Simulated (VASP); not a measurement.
Computed with MS2 meta-GGA, VASP's PBE PAW potentials (set 64) (plane waves; VASP).

A VASP calculation is set up with these files.

KPOINTS_OPT:
```
k-points along high-symmetry lines
10
Line-mode
Reciprocal
  0.000000   0.000000   0.000000 ! GAMMA
  0.500000  -0.500000   0.500000 ! H

  0.500000  -0.500000   0.500000 ! H
  0.000000  -0.000000   0.500000 ! N

  0.000000  -0.000000   0.500000 ! N
  0.000000   0.000000   0.000000 ! GAMMA

  0.000000   0.000000   0.000000 ! GAMMA
  0.250000   0.250000   0.250000 ! P

  0.250000   0.250000   0.250000 ! P
  0.500000  -0.500000   0.500000 ! H

  0.250000   0.250000   0.250000 ! P
  0.000000  -0.000000   0.500000 ! N
```

### KPOINTS
```
Automatic mesh
0
Gamma
20 20 20
0 0 0
```

### INCAR
```
! general
SYSTEM =Fe
PREC   =Accurate
ENCUT  =520
LREAL  =F
LASPH  =T

! electronic loop
EDIFF  =1E-7
NELM   =100
ALGO   =Normal
LMAXMIX=4
LMIXTAU=T

! smearing
ISMEAR =-5

! functional
METAGGA=MS2

! spin
ISPIN  =2
MAGMOM =2.0

! ions
ISIF   =2

! output
LWAVE  =F
LCHARG =F
LORBIT =11
NEDOS  =601
```

File POSCAR:
```
Fe
1.0
 -1.3944773226   1.3944773226   1.3944773226
  1.3944773226  -1.3944773226   1.3944773226
  1.3944773226   1.3944773226  -1.3944773226
Fe
1
Cartesian
  0.0000000000   0.0000000000   0.0000000000
```

POTCAR, in this order: Fe (PBE.64 set). Program: vasp_std.

Output

### OUTCAR
```
 ion  position               nearest neighbor table
   1  0.000  0.000  0.000-
  LATTYP: Found a body centered cubic cell.
 ALAT       =     2.7889546452
 Subroutine PRICEL returns:
 Original cell was already a primitive cell.
 Subroutine GETGRP returns: Found 48 space group operations
The static configuration has the point symmetry O_h .
The dynamic configuration has the point symmetry O_h .
The overall configuration has the point symmetry O_h .
 Subroutine INISYM returns: Found 48 space group operations
 Subroutine IBZKPT returns following result:
 Found    256 irreducible k-points:

 Following reciprocal coordinates:
            Coordinates               Weight
  0.000000  0.000000  0.000000      1.000000
  0.050000  0.000000  0.000000     12.000000
  0.100000  0.000000  0.000000     12.000000
  0.150000  0.000000  0.000000     12.000000
  0.200000  0.000000  0.000000     12.000000
  0.250000  0.000000  0.000000     12.000000
  0.300000  0.000000  0.000000     12.000000
  0.350000  0.000000  0.000000     12.000000
  0.400000  0.000000  0.000000     12.000000
  0.450000  0.000000  0.000000     12.000000
  0.500000  0.000000  0.000000      6.000000
  0.050000  0.050000  0.000000     24.000000
  0.100000  0.050000  0.000000     48.000000
  0.150000  0.050000  0.000000     48.000000
  0.200000  0.050000  0.000000     48.000000
  0.250000  0.050000  0.000000     48.000000
  0.300000  0.050000  0.000000     48.000000
  0.350000  0.050000 -0.000000     48.000000
  0.400000  0.050000  0.000000     48.000000
  0.450000  0.050000  0.000000     48.000000
  0.100000  0.100000  0.000000     24.000000
  0.150000  0.100000  0.000000     48.000000
  0.200000  0.100000 -0.000000     48.000000
  0.250000  0.100000  0.000000     48.000000
  0.300000  0.100000  0.000000     48.000000
  0.350000  0.100000  0.000000     48.000000
  0.400000  0.100000  0.000000     48.000000
  0.450000  0.100000  0.000000     24.000000
  0.150000  0.150000  0.000000     24.000000
  0.200000  0.150000  0.000000     48.000000
  0.250000  0.150000 -0.000000     48.000000
  0.300000  0.150000  0.000000     48.000000
  0.350000  0.150000  0.000000     48.000000
  0.400000  0.150000 -0.000000     48.000000
  0.200000  0.200000  0.000000     24.000000
  0.250000  0.200000  0.000000     48.000000
  0.300000  0.200000  0.000000     48.000000
  0.350000  0.200000  0.000000     48.000000
  0.400000  0.200000 -0.000000     24.000000
  0.250000  0.250000  0.000000     24.000000
   k-points           NKPTS =    256   k-points in BZ     NKDIM =    256   number of bands    NBANDS=      9
   number of dos      NEDOS =    601   number of ions     NIONS =      1
   total plane-waves  NPLWV =   5832
   dimension x,y,z NGX =    18 NGY =   18 NGZ =   18
   dimension x,y,z NGXF=    36 NGYF=   36 NGZF=   36
   ions per type =               1
   PREC   = accura    normal or accurate (medium, high low for compatibility)
   ISTART =      0    job   : 0-new  1-cont  2-samecut
   ICHARG =      2    charge: 1-file 2-atom 10-const
   ISPIN  =      2    spin polarized calculation?
   LNONCOLLINEAR =      F non collinear calculations
   LSORBIT =      F    spin-orbit coupling
   INIWAV =      1    electr: 0-lowe 1-rand  2-diag
   ENCUT  =  520.0 eV  38.22 Ry    6.18 a.u.   4.49  4.49  4.49*2*pi/ulx,y,z
   NELM   =    100;   NELMIN=  2; NELMDL= -5     # of ELM steps
   EDIFF  = 0.1E-06   stopping-criterion for ELM
   LREAL  =      F    real-space projection
   NLSPLINE    = F    spline interpolate recip. space projectors
   LMAXMIX     =    4 max onsite mixed and CHGCAR
...
```

### OSZICAR
```
       N       E                     dE             d eps       ncg     rms          rms(c)
DAV:   1     0.114080936231E+02    0.11408E+02   -0.44920E+03  9608   0.119E+03
DAV:   2    -0.159313082585E+02   -0.27339E+02   -0.25845E+02  9285   0.140E+02
DAV:   3    -0.163648980069E+02   -0.43359E+00   -0.43241E+00 10236   0.251E+01
DAV:   4    -0.163673959984E+02   -0.24980E-02   -0.24969E-02  9992   0.171E+00
DAV:   5    -0.163674245356E+02   -0.28537E-04   -0.28532E-04 10019   0.171E-01    0.214E+01
DAV:   6    -0.122082995909E+02    0.41591E+01   -0.53160E+01  9775   0.137E+02    0.995E+00
DAV:   7    -0.116188506190E+02    0.58945E+00   -0.36472E+00 10450   0.317E+01    0.528E+00
DAV:   8    -0.116088084762E+02    0.10042E-01   -0.80209E-02 10862   0.405E+00    0.128E+00
DAV:   9    -0.116037872509E+02    0.50212E-02   -0.87787E-03  9761   0.165E+00    0.107E+00
DAV:  10    -0.116017691777E+02    0.20181E-02   -0.10590E-02 10733   0.123E+00    0.552E-01
DAV:  11    -0.116005987691E+02    0.11704E-02   -0.18036E-03 11408   0.581E-01    0.209E-01
DAV:  12    -0.116006986362E+02   -0.99867E-04   -0.12859E-03 12210   0.546E-01    0.566E-02
DAV:  13    -0.116006929044E+02    0.57319E-05   -0.16456E-04 10110   0.251E-01    0.381E-02
DAV:  14    -0.116007173424E+02   -0.24438E-04   -0.11087E-04  9692   0.177E-01    0.213E-02
DAV:  15    -0.116007120574E+02    0.52849E-05   -0.43575E-06  9651   0.296E-02    0.962E-03
DAV:  16    -0.116007059514E+02    0.61060E-05   -0.12923E-05  9728   0.642E-02    0.286E-03
DAV:  17    -0.116007075920E+02   -0.16406E-05   -0.38117E-07  7013   0.983E-03    0.118E-03
DAV:  18    -0.116007081836E+02   -0.59158E-06   -0.40391E-08  4648   0.315E-03    0.606E-04
DAV:  19    -0.116007085494E+02   -0.36575E-06   -0.24460E-08  4630   0.218E-03    0.142E-04
DAV:  20    -0.116007087137E+02   -0.16432E-06   -0.21709E-09  4627   0.671E-04    0.370E-05
DAV:  21    -0.116007087356E+02   -0.21881E-07   -0.36963E-10  4626   0.259E-04
   1 F= -.11600709E+02 E0= -.11600709E+02  d E =0.000000E+00  mag=     2.0480
       N       E                     dE             ncg
```

OUTCAR:
```
------------------------ aborting loop because EDIFF is reached ----------------------------------------
  FORCE on cell =-STRESS in cart. coord.  units (eV):
  Direction    XX          YY          ZZ          XY          YZ          ZX
  --------------------------------------------------------------------------------------
  Total        0.0308681      0.0308681      0.0308681      0.0000000     -0.0000000      0.0000000
  in kB        4.5595975      4.5595975      4.5595975      0.0000000     -0.0000000      0.0000000
  external PRESSURE =       4.5595975 kB  Pullay stress =       0.0000000 kB
  volume of cell :       10.85
      direct lattice vectors                 reciprocal lattice vectors
    -1.394477323  1.394477323  1.394477323     0.000000000  0.358557283  0.358557283
     1.394477323 -1.394477323  1.394477323     0.358557283  0.000000000  0.358557283
     1.394477323  1.394477323 -1.394477323     0.358557283  0.358557283  0.000000000
 POSITION                                       TOTAL-FORCE (eV/Angst)
 -----------------------------------------------------------------------------------
      0.00000      0.00000      0.00000         0.000000      0.000000     -0.000000
 -----------------------------------------------------------------------------------
    total drift:                                0.000000      0.000000      0.000000
  FREE ENERGIE OF THE ION-ELECTRON SYSTEM (eV)
  ---------------------------------------------------
  free  energy   TOTEN  =       -11.6007087356 eV

  energy  without entropy=      -11.6007087356  energy(sigma->0) =      -11.60070874

 total charge

# of ion       s       p       d       tot
------------------------------------------
    1        0.525   0.623   6.236   7.384

 magnetization (x)

# of ion       s       p       d       tot
------------------------------------------
    1       -0.002  -0.063   2.112   2.046
```
(Selected blocks of OUTCAR.)

For a metal the tetrahedron method with Blöchl corrections gives inexact stress and forces.

The compound is Fe in the bcc structure. It was relaxed first, which changed the volume by -8 %.
